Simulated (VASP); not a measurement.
Write the native input for VASP 6.6.1 that does the following.

* Task: single point
* Functional: PBE
* Potentials or basis: VASP PAW PBE potentials, release 64 (C, In_d, O, Cl, H)
* Cutoff: 520 eV
* k mesh: 1 × 1 × 1
* Occupations: gaussian, width 0.01 eV
* Spin: no spin polarisation
* Further INCAR settings: ALGO = Normal; EDIFF = 1e-06; NBANDS = 27

The structure of CInOClH4 lies in POSCAR:

```
InH4CClO
1.0
   13.0000000000      0.0000000000      0.0000000000
    0.0000000000     14.0000000000      0.0000000000
    0.0000000000      0.0000000000     13.0000000000
C In O Cl H
1 1 1 1 4
Direct
    0.4337010000      0.5855730000      0.4759850000
    0.5231160000      0.4660130000      0.4868500000
    0.6202930000      0.4221180000      0.5918660000
    0.5310960000      0.3503410000      0.3508700000
    0.4823500000      0.6509380000      0.4930060000
    0.4000830000      0.5938780000      0.4037010000
    0.3756380000      0.5869940000      0.5370990000
    0.6243330000      0.4648700000      0.6492750000
```

The cell isn't the ideal one: atoms moved at random, drawn with an rms of 0.05 Å.

These files were run (other wordings do the same):

INCAR

```
SYSTEM = InH4CClO
PREC     = Accurate       ! precision mode
ENCUT    = 520            ! plane-wave cutoff, eV
EDIFF    = 1E-6           ! SCF threshold, eV
ISMEAR   = 0              ! smearing method
SIGMA    = 0.01           ! smearing width, eV
LREAL    = .False.        ! projectors in reciprocal space
LASPH    = .True.         ! aspherical terms in the spheres
NELM     = 100            ! most SCF steps
ALGO     = Normal         ! electronic algorithm
ISIF     = 2              ! what is computed and relaxed
LWAVE    = .False.        ! write WAVECAR
LCHARG   = .True.         ! write CHGCAR
GGA      = PE             ! functional
LELF     = .True.         ! ELF
LVHAR    = .True.       
LVACPOTAV= .True.       
NBANDS   = 27             ! bands
```

KPOINTS

```
Automatic mesh
0
Gamma
  1 1 1
  0 0 0
```

Potentials or basis: VASP PAW PBE potentials, release 64 (C, In_d, O, Cl, H).

The run is started by

```console
$ cat potpaw_PBE.64/C/POTCAR potpaw_PBE.64/In_d/POTCAR potpaw_PBE.64/O/POTCAR potpaw_PBE.64/Cl/POTCAR potpaw_PBE.64/H/POTCAR > POTCAR
$ mpirun -np 1 vasp_gam > vasp.out
```

It gave:

```yaml
Largest_force: 2.955 eV/Å
Gap_between_the_frontier_levels: 4.60 eV
```

Caveat: spin-orbit coupling is left out, which moves the levels of the heavy elements.

It took 5.7 min on 1 thread of AMD EPYC 7R43 64-Core Processor (Zen 3), with other jobs on the host, peak memory 1.8 GiB.
